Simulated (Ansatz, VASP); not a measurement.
# Ti (free-standing square Ti monolayer, spacing 3.069 A): VASP beside Ansatz

Aim: how closely do two programs agree when they are given the same cell, functional and k mesh? The cell is taken from a series of runs on this material, whose earlier steps may have relaxed, scaled, displaced or heated it; both programs get it as it stands.

Program: Ansatz 0.2.0. Level of theory: plane waves, with VASP 6.6.1 beside it; single point at PBEsol. Results are calculated unless marked as measured.

## Step 1: The starting structure

The cell holds 1 atom: 1 Ti. Its edges and angles: a = 3.069 Å, b = 3.069 Å, c = 14.000 Å, α = 90.0°, β = 90.0°, γ = 90.0°. As first built, before any earlier steps moved the atoms (in the runner's words): model lattice. Vacuum lies along c.

## Step 2: Ansatz: single point, PBEsol, pair 1

Ansatz runs on its PAW soft_1 files.

With cell and atoms fixed, the geometry can't cause a difference; cores, projectors, grids and the points listed under the comparison can.

Contents of input.yaml:

```yaml
crystal:
  lattice:
    - [3.069, 0.0, 0.0]
    - [0.0, 3.069, 0.0]
    - [0.0, 0.0, 14.0]
  atoms:
    - { symbol: Ti, position: [0.0, 0.0, 0.5], spin: 1.0 }
magnetization:
  spin_polarized: true
kpoints:
  mp_grid: { grid: [6, 6, 1] }
hamiltonian:
  xc: pbesol
  pseudopotentials: { kind: paw, azcp: { folder: soft_1 }, xc_functional: pbe }
scf:
  occupations: { method: fermi_dirac, width: 0.1 }
  max_iter: 120
  convergence: { dr2_threshold: 1.0e-08 }
  lower_state_search: "off"
```

Started as:

```bash
$ ansatz run input.yaml --threads 2 --pin off --max-ram 5120MiB --backend cpu --events-out ev --progress --plain --runs-dir out
```

Numbers of over 12 decimals in the logs are rounded to 6 here.

What it wrote:

```text
Engine: ansatz 0.2.0, aarch64-unknown-linux-gnu
Pseudopotentials: kind: paw
Pseudopotential: Ti, paw, valence charge 12, recommended cutoff 420 eV (normal), soft_1/Ti.paw.azcp
Functional definition: PBEsol
  exchange = pbesol_x
  correlation = pbesol_c
Crystal: 1 atoms, lattice volume = 131.863 Å³
Basis set: ecut = 420 eV, 2583 PW (Γ)
Bands: 11, of which v1, the nominal top of the filled ones, is band 6 counted from 1 (5 counted from 0)
Symmetry: 16 space group operations
Space group: P4/mmm (ITA 123), of the structure as read, at distance tolerance 5.1e-5 Å
Magnetic group: BNS 123.339 (UNI 999), of the structure as read, at distance tolerance 5.1e-5 Å
k-points: 10 of 36
Non-local potential: Ti, projectors of the file, l = 0: 3, l = 1: 2, l = 2: 3, l = 3: 1
PAW form: soft (Blöchl's): semilocal exchange-correlation on the pseudo side does not see the compensation charge
PAW frozen core: Ti, regenerated for the run's functional, and the local potential with it (the file was generated under x = pbe(κ = 0.804, μ = 0.219515), c = pbe(β = 0.066725))
PAW one-centre angular grid: Ti, 590 points (default); XC on 64 Gauss nodes
Initial density: superposition of atomic densities (neutral atoms: chi_scale 0, normalization atom)
Starting moments: Σ|m| = 1 μB on 1 of 1 site
Initial wavefunctions: pseudopotential atomic-orbital guess
Functional: x = pbesol(κ = 0.804, μ = 0.123457), c = pbesol(β = 0.046)
SCF iter   1: F=—  HF=-2471.164374 eV  |F-HF|=—  |Δ(HF+E_count)|=         —  Δρ=1.40e-2 (↑1.40e-2 ↓1.34e-2)  dr2=1.41e0  dr2_m=5.95e-2  M=1.128 μB ∫|m|=1.128 μB  β_m=1.00  ethr=3.10e-3  ⟨swp⟩=5.3  Hψ=1268  notcnv=0
preconditioner: auto → LDOS  [metal: Δε(μ)=0.125 eV  Ē_g=2.673 eV  σ=0.100 eV  W_gap=0.30  n_scr=8 (ndim 8)  ℏωp=6.5 eV  f_vac=0.618  D(μ)=3.01/eV (n_scr^D=8)]
spin=Collinear: LDOS preconditioning applied to the charge; magnetization (m = ρ↑ − ρ↓) channel mixes plain (no charge-response kernel on spin).
SCF iter   2: F=—  HF=-2471.002620 eV  |F-HF|=—  |Δ(HF+E_count)|=   1.62e-1  Δρ=9.61e-3 (↑9.61e-3 ↓7.39e-3)  dr2=5.80e-1  dr2_m=4.22e-2  M=1.535 μB ∫|m|=1.535 μB  β_m=1.00  ethr=3.10e-3  ⟨swp⟩=2.0  Hψ=438  notcnv=0
SCF iter   3: F=—  HF=-2470.928210 eV  |F-HF|=—  |Δ(HF+E_count)|=   7.44e-2  Δρ=9.21e-3 (↑9.21e-3 ↓8.11e-3)  dr2=6.88e-2  dr2_m=7.10e-2  M=2.059 μB ∫|m|=2.059 μB  β_m=1.00  ethr=3.10e-3  ⟨swp⟩=2.2  Hψ=335  notcnv=0
SCF iter   4: F=—  HF=-2470.977883 eV  |F-HF|=—  |Δ(HF+E_count)|=   4.97e-2  Δρ=2.74e-3 (↑2.74e-3 ↓2.01e-3)  dr2=1.31e-2  dr2_m=5.70e-3  M=2.211 μB ∫|m|=2.211 μB  β_m=1.00  ethr=5.74e-4  ⟨swp⟩=3.0  Hψ=474  notcnv=0
SCF iter   5: F=—  HF=-2470.997054 eV  |F-HF|=—  |Δ(HF+E_count)|=   1.92e-2  Δρ=1.32e-3 (↑1.32e-3 ↓1.03e-3)  dr2=1.62e-3  dr2_m=6.96e-4  M=2.266 μB ∫|m|=2.266 μB  β_m=0.30  ethr=1.09e-4  ⟨swp⟩=1.9  Hψ=313  notcnv=0
Mixer restart at iter 5: flushing history
spin-set hold released at iteration 5 (site moments contracting): the magnetisation degrees of freedom join the quasi-Newton model from the next iteration; the mixer history was flushed
SCF iter   6: F=—  HF=-2471.009003 eV  |F-HF|=—  |Δ(HF+E_count)|=   1.19e-2  Δρ=1.13e-3 (↑1.13e-3 ↓8.55e-4)  dr2=8.99e-4  dr2_m=8.11e-4  M=2.281 μB ∫|m|=2.282 μB  β_m=0.65  ethr=1.35e-5  ⟨swp⟩=1.4  Hψ=266  notcnv=0
SCF iter   7: F=—  HF=-2471.022697 eV  |F-HF|=—  |Δ(HF+E_count)|=   1.37e-2  Δρ=5.09e-4 (↑5.09e-4 ↓2.60e-4)  dr2=3.48e-4  dr2_m=1.44e-4  M=2.324 μB ∫|m|=2.324 μB  β_m=0.77  ethr=7.49e-6  ⟨swp⟩=2.0  Hψ=397  notcnv=0
SCF iter   8: F=—  HF=-2471.022803 eV  |F-HF|=—  |Δ(HF+E_count)|=   1.06e-4  Δρ=9.54e-5 (↑9.54e-5 ↓8.13e-5)  dr2=2.61e-5  dr2_m=3.63e-6  M=2.327 μB ∫|m|=2.327 μB  β_m=0.84  ethr=2.90e-6  ⟨swp⟩=2.0  Hψ=254  notcnv=0
SCF iter   9: F=—  HF=-2471.022840 eV  |F-HF|=—  |Δ(HF+E_count)|=   3.66e-5  Δρ=2.72e-5 (↑2.47e-5 ↓2.72e-5)  dr2=1.57e-6  dr2_m=4.02e-7  M=2.328 μB ∫|m|=2.328 μB  β_m=0.92  ethr=2.17e-7  ⟨swp⟩=2.2  Hψ=297  notcnv=0
SCF iter  10: F=—  HF=-2471.022846 eV  |F-HF|=—  |Δ(HF+E_count)|=   6.33e-6  Δρ=1.71e-5 (↑1.71e-5 ↓3.09e-6)  dr2=4.50e-7  dr2_m=8.51e-8  M=2.328 μB ∫|m|=2.328 μB  β_m=0.85  ethr=1.31e-8  ⟨swp⟩=2.5  Hψ=352  notcnv=0
SCF iter  11: F=—  HF=-2471.022846 eV  |F-HF|=—  |Δ(HF+E_count)|=   5.15e-8  Δρ=2.45e-6 (↑2.45e-6 ↓1.67e-6)  dr2=1.77e-8  dr2_m=2.55e-9  M=2.328 μB ∫|m|=2.329 μB  β_m=0.92  ethr=3.75e-9  ⟨swp⟩=2.6  Hψ=333  notcnv=0
SCF iter  12: F=-2471.022846 eV  HF=-2471.022846 eV  |F-HF|=2.71e-9  |Δ(HF+E_count)|=   1.72e-8  Δρ=7.62e-7 (↑7.62e-7 ↓3.87e-7)  dr2=2.11e-9  dr2_m=8.75e-11  M=2.328 μB ∫|m|=2.329 μB  ethr=8.33e-11  ⟨swp⟩=2.0  Hψ=422  notcnv=0
SCF 1 converged in 12 iterations: F = -2471.022846 eV  dr2 = 2.11e-9
  greatest PAW one-centre occupation: 0.999 electrons in one spin orbital (limit 2), on the Ti atom at site 0 (counted from 0), in its partial waves of l = 0
SCF converged after 12 iterations
Magnetization: 2.3285 μB (7.1642 up, 4.8358 down)
Absolute magnetization: 2.3285 μB (∫|ρ↑−ρ↓|, with the PAW one-centre terms)
Spin contamination: 0.0022 ħ² per cell (⟨S²⟩ above its minimum at these occupations)
Per-site moments (μB) at R_I (Å): [(1.716820, 1.2659625)]
Free energy (F): -2471.022846 eV
Harris-Foulkes:  -2471.022846 eV  (|F-HF|=2.71e-9)
Internal energy: -2470.958548 eV  (E = F + TS)
E sigma→0 (E₀):  -2470.990697 eV
Entropy (-TS):   -0.064298 eV (-64.298 meV/atom)
Fermi energy:    -1.497752 eV
--- Per-component energies (eV) ---
  E_band       = -335.019883
  E_kinetic    = 276.495668
  E_local      = -3595.995674  (includes V_loc(G=0)·N_el)
  E_nonlocal   = 64.361926
  E_hartree    = 1617.034459
  E_xc         = -111.007983
  E_vxc        = -139.344737  (∫ρ·V_xc dr)
  E_paw        = -1018.183103  (= ΣΔE_a)
  E_vpaw       = -174.608795  (= ΣTr[D̂ρ^β])
  E_aug_tail   = -0.000079  (compensation charges beyond the density's cutoff)
  E_ewald      = 296.196853
  E_core_change = 0.139385  (= ΣΔE_core)
  E_smearing   = -0.064298  (= −TS)
  E_closure    = -0.000000  (closes the sum)
  Σ components = -2471.022846   (vs F -2471.022846, Δ=0.00e0)
```

The column dr2 measures how far the density is from self-consistency, as an energy; F and HF (Harris–Foulkes) agree once it is small.

## Step 3: VASP: single point, PBEsol, pair 1

The same cell, functional, mesh and smearing now go to VASP, with its own data sets.

Lines of VASP's logs that name or quote its potential files are left out, and so is its time.

Contents of INCAR:

```
SYSTEM = Ti
PREC = Accurate
ENCUT = 400
EDIFF = 1E-06
NELM = 200
ISMEAR = -1
SIGMA = 0.1
LREAL = .FALSE.
ALGO = Normal
GGA = PS
NBANDS = 13
ISPIN = 2
MAGMOM = 1.72
LASPH = .TRUE.
LMAXMIX = 4
LORBIT = 11
LWAVE = .FALSE.
LCHARG = .FALSE.
ISIF = 2
GGA_COMPAT = .FALSE.
KPAR = 2
```

Contents of POSCAR:

```
Ti
1.0
    3.0690000000      0.0000000000      0.0000000000
    0.0000000000      3.0690000000      0.0000000000
    0.0000000000      0.0000000000     14.0000000000
Ti
1
Direct
    0.0000000000      0.0000000000      0.5000000000
```

Contents of KPOINTS:

```
Automatic mesh
0
Gamma
6 6 1
0 0 0
```

Potentials, in the order of the species: Ti_sv (PBE family, release 64).

Started as:

```bash
$ mpirun -np 2 vasp_std
```

What it wrote:

```text
[banner, memory and clock lines left out]
running    2 mpi-ranks, on    1 nodes
 distrk:  each k-point on    1 cores,    2 groups
 distr:  one band on    1 cores,    1 groups

 POSCAR found type information on POSCAR Ti
 POSCAR found :  1 types and       1 ions
|                                                                             |
|               ----> ADVICE to this user running VASP <----                  |
|                                                                             |
|     You enforced a specific xc type in the INCAR file but a different       |
|     [... a line on the potential file left out ...]
|     I HOPE YOU KNOW WHAT YOU ARE DOING!                                     |
|                                                                             |

 LDA part: xc-table for (Slater+PW92), standard interpolation
 POSCAR, INCAR and KPOINTS ok, starting setup
 FFT: planning ... GRIDC
 FFT: planning ... GRID_SOFT
 FFT: planning ... GRID
 WAVECAR not read
 entering main loop
       N       E                     dE             d eps       ncg     rms          rms(c)
DAV:   1     0.462823785438E+02    0.46282E+02   -0.57813E+03   680   0.572E+02
DAV:   2     0.199711275904E+01   -0.44285E+02   -0.42555E+02   636   0.168E+02
DAV:   3    -0.568218516899E+01   -0.76793E+01   -0.74693E+01   931   0.493E+01
DAV:   4    -0.611538404925E+01   -0.43320E+00   -0.43061E+00   610   0.108E+01
DAV:   5    -0.613328899562E+01   -0.17905E-01   -0.17897E-01   762   0.181E+00    0.784E+00
DAV:   6    -0.533768115471E+01    0.79561E+00   -0.53494E+00   575   0.188E+01    0.525E+00
DAV:   7    -0.545446573283E+01   -0.11678E+00   -0.32835E-01   604   0.484E+00    0.190E+00
DAV:   8    -0.539406047028E+01    0.60405E-01   -0.88464E-02   595   0.208E+00    0.102E+00
DAV:   9    -0.531132098421E+01    0.82739E-01   -0.15985E-01   564   0.157E+00    0.466E-01
DAV:  10    -0.534329058921E+01   -0.31970E-01   -0.21901E-02   598   0.543E-01    0.280E-01
DAV:  11    -0.542111469751E+01   -0.77824E-01   -0.54719E-02   528   0.790E-01    0.182E-01
DAV:  12    -0.546088484050E+01   -0.39770E-01   -0.41519E-02   663   0.692E-01    0.128E-01
DAV:  13    -0.546495559729E+01   -0.40708E-02   -0.15846E-03   595   0.164E-01    0.846E-02
DAV:  14    -0.546738072013E+01   -0.24251E-02   -0.71437E-04   565   0.140E-01    0.384E-02
DAV:  15    -0.546754492658E+01   -0.16421E-03   -0.15259E-04   545   0.593E-02    0.199E-02
DAV:  16    -0.546766904584E+01   -0.12412E-03   -0.32061E-05   601   0.297E-02    0.115E-02
DAV:  17    -0.546776063178E+01   -0.91586E-04   -0.32738E-05   560   0.237E-02    0.702E-03
DAV:  18    -0.546784405884E+01   -0.83427E-04   -0.11332E-05   560   0.159E-02    0.449E-03
DAV:  19    -0.546791458839E+01   -0.70530E-04   -0.11042E-05   560   0.166E-02    0.405E-03
DAV:  20    -0.546793873322E+01   -0.24145E-04   -0.26939E-06   557   0.824E-03    0.253E-03
DAV:  21    -0.546795670733E+01   -0.17974E-04   -0.24476E-06   580   0.731E-03    0.157E-03
DAV:  22    -0.546796099902E+01   -0.42917E-05   -0.12454E-06   537   0.560E-03    0.567E-04
DAV:  23    -0.546796281401E+01   -0.18150E-05   -0.23269E-07   489   0.164E-03    0.304E-04
DAV:  24    -0.546796323827E+01   -0.42426E-06   -0.90902E-08   465   0.143E-03
   1 F= -.54679632E+01 E0= -.54354919E+01  d E =-.649427E-01  mag=     2.3360
```

Parts of OUTCAR (step 3):

```text
ion  position               nearest neighbor table
   1  0.000  0.000  0.500-

  LATTYP: Found a simple tetragonal cell.
 ALAT       =     3.0690000000
 C/A-ratio  =     4.5617464972

 Subroutine GETGRP returns: Found 16 space group operations
 (whereof 16 operations were pure point group operations)

The static configuration has the point symmetry D_4h.

 Found     10 irreducible k-points:

   k-points           NKPTS =     10   k-points in BZ     NKDIM =     10   number of bands    NBANDS=     13

   dimension x,y,z NGX =    20 NGY =   20 NGZ =   96
   dimension x,y,z NGXF=    40 NGYF=   40 NGZF=  192

   ENCUT  =  400.0 eV  29.40 Ry    5.42 a.u.   5.00  5.00 22.83*2*pi/ulx,y,z

   NELECT =      12.0000    total number of electrons

 k-points in reciprocal lattice and weights: Automatic mesh
   0.00000000  0.00000000  0.00000000       0.028
   0.16666667  0.00000000  0.00000000       0.111
   0.33333333  0.00000000  0.00000000       0.111
   0.50000000  0.00000000  0.00000000       0.056
   0.16666667  0.16666667  0.00000000       0.111
   0.33333333  0.16666667  0.00000000       0.222
   0.50000000  0.16666667  0.00000000       0.111
   0.33333333  0.33333333  0.00000000       0.111
   0.50000000  0.33333333  0.00000000       0.111
   0.50000000  0.50000000  0.00000000       0.028

 average (electrostatic) potential at core
       1 -83.0402

 E-fermi :  -2.1482

 spin component 1
 k-point     1 :       0.0000    0.0000    0.0000
  band No.  band energies     occupation
    ...
      3     -35.9544      1.00000
      4     -35.9544      1.00000
      5      -6.0452      1.00000
      6      -3.4406      1.00000
      7      -2.6572      0.99388
      8      -2.0876      0.35294
      9      -1.2930      0.00019
     10      -1.2930      0.00019
     11      -0.3165      0.00000
     12       1.3028      0.00000
    ...

 k-point     2 :       0.1667    0.0000    0.0000
  band No.  band energies     occupation
    ...
      4     -35.9502      1.00000
      5      -5.5414      1.00000
      6      -3.2170      0.99998
      7      -2.4765      0.96383
      8      -2.4476      0.95229
      9      -1.2580      0.00014
     10      -0.7734      0.00000
     11      -0.5716      0.00000
     12       1.7097      0.00000
     13       2.8002      0.00000

 k-point     3 :       0.3333    0.0000    0.0000
  band No.  band energies     occupation
    ...
      3     -36.1109      1.00000
      4     -35.9417      1.00000
      5      -4.3270      1.00000
      6      -2.9481      0.99966
      7      -2.6493      0.99338
      8      -2.0357      0.24509
      9      -1.1869      0.00007
     10      -1.0294      0.00001
     11       0.4509      0.00000
     12       2.8939      0.00000
    ...

 k-point     4 :       0.5000    0.0000    0.0000
  band No.  band energies     occupation
    ...
      2     -36.3507      1.00000
      3     -36.1623      1.00000
      4     -35.9374      1.00000
      5      -3.6251      1.00000
      6      -3.1584      0.99996
      7      -1.9432      0.11404
      8      -1.8206      0.03638
      9      -1.2377      0.00011
     10      -1.1507      0.00005
     11       1.3729      0.00000
    ...

 k-point     5 :       0.1667    0.1667    0.0000
  band No.  band energies     occupation
    ...
      4     -36.0008      1.00000
      5      -5.0386      1.00000
      6      -2.9665      0.99972
      7      -2.4989      0.97087
      8      -2.3261      0.85557
      9      -1.6306      0.00562
     10      -0.8636      0.00000
     11      -0.1337      0.00000
     12       2.1223      0.00000
     13       3.7823      0.00000

 k-point     6 :       0.3333    0.1667    0.0000
  band No.  band energies     occupation
    ...
      3     -36.1054      1.00000
      4     -35.9929      1.00000
      5      -3.8431      1.00000
      6      -2.8262      0.99886
      7      -2.4599      0.95758
      8      -1.9738      0.14873
      9      -1.6865      0.00978
     10      -1.1588      0.00005
     11       1.1015      0.00000
     12       3.3436      0.00000
    ...

  Total       -3.1524622     -3.1524622     -0.0634997      0.0000000     -0.0000000     -0.0000000
  in kB      -38.3035172    -38.3035172     -0.7715433      0.0000000     -0.0000000     -0.0000000
  external PRESSURE =     -25.7928592 kB  Pullay stress =       0.0000000 kB

  energy-cutoff  :      400.00
  volume of cell :      131.86
      direct lattice vectors                 reciprocal lattice vectors
     3.069000000  0.000000000  0.000000000     0.325839036  0.000000000  0.000000000
     0.000000000  3.069000000  0.000000000     0.000000000  0.325839036  0.000000000
     0.000000000  0.000000000 14.000000000     0.000000000  0.000000000  0.071428571

 POSITION                                       TOTAL-FORCE (eV/Angst)
 -----------------------------------------------------------------------------------
      0.00000      0.00000      7.00000         0.000000      0.000000      0.000000
 -----------------------------------------------------------------------------------
    total drift:                               -0.000000      0.000000      0.000000

  FREE ENERGIE OF THE ION-ELECTRON SYSTEM (eV)
  ---------------------------------------------------
  free  energy   TOTEN  =        -5.4679632383 eV

  energy  without entropy=       -5.4030205667  energy(sigma->0) =       -5.43549190

 total charge
# of ion       s       p       d       tot
------------------------------------------
    1        2.197   5.995   1.870  10.062

 magnetization (x)
# of ion       s       p       d       tot
------------------------------------------
    1        0.025   0.035   1.519   1.579

[... 6 further parts left out ...]
```

## Step 4: Side by side

Known differences besides the potentials themselves: VASP starts from the moments at which Ansatz ended; the cutoff is 420 eV in Ansatz and 400 eV in VASP; Ansatz makes its cores anew for this functional, VASP keeps those of its PBE data sets; site moments are counted in spheres of each program's own size. Total energies have different zeros and are not compared.

Both answers:

| quantity | Ansatz | VASP | difference |
| --- | --- | --- | --- |
| total moment (μB) | 2.33 | 2.34 | -0.01 |
| moment on Ti1 (μB) | 1.72 | 1.58 | +0.14 |

With vacuum in the cell, a pressure given here is an average over mostly empty space and none of the material.

## Step 5: Ansatz: single point, PBEsol, pair 2

With cell and atoms fixed, the geometry can't cause a difference; cores, projectors, grids and the points listed under the comparison can.

The cell is taken from a series of runs on this material, whose earlier steps may have relaxed, scaled, displaced or heated it; both programs get it as it stands.

input.yaml, the sections that differ from step 2:

```yaml
crystal:
  lattice:
    - [3.069, 0.0, 0.0]
    - [0.0, 3.069, 0.0]
    - [0.0, 0.0, 14.0]
  atoms:
    - { symbol: Ti, position: [0.0, 0.0, 0.5], spin: 1.72 }
kpoints:
  mp_grid: { grid: [18, 18, 1] }
basis:
  ecutwfc: 420.0
checkpoint:
  read: start
  write: ck
  compress: false
  write_wavefunctions: false
  write_every: 100000
# magnetization, hamiltonian, scf: as in step 2
```

Started as:

```bash
$ ansatz run input.yaml --threads 2 --pin off --max-ram 5120MiB --backend cpu --events-out ev --progress --plain --runs-dir out
```

What it wrote:

```text
[...]
SCF converged after 7 iterations
Magnetization: 2.3289 μB (7.1645 up, 4.8355 down)
Absolute magnetization: 2.3290 μB (∫|ρ↑−ρ↓|, with the PAW one-centre terms)
[...]
Per-site moments (μB) at R_I (Å): [(1.706816, 1.2659625)]
Free energy (F): -2470.992112 eV
[...]
Internal energy: -2470.905724 eV  (E = F + TS)
E sigma→0 (E₀):  -2470.948918 eV
Entropy (-TS):   -0.086388 eV (-86.388 meV/atom)
Fermi energy:    -1.515461 eV
[...]
```

(Part 1 of 2 ends here.)

[Lines on the potential files, build, host, timing and source positions are cut from VASP's logs without a mark.]

[Logs are printed without paths, hosts, clocks, repeated set-up lines and the standing remarks that a program may print on its own settings, such as how far it seeks lower states.]

[Hosts, paths, dates, database ids (printed as entryN), source tags and the programs' standing remarks are cut or masked in the printed files.]
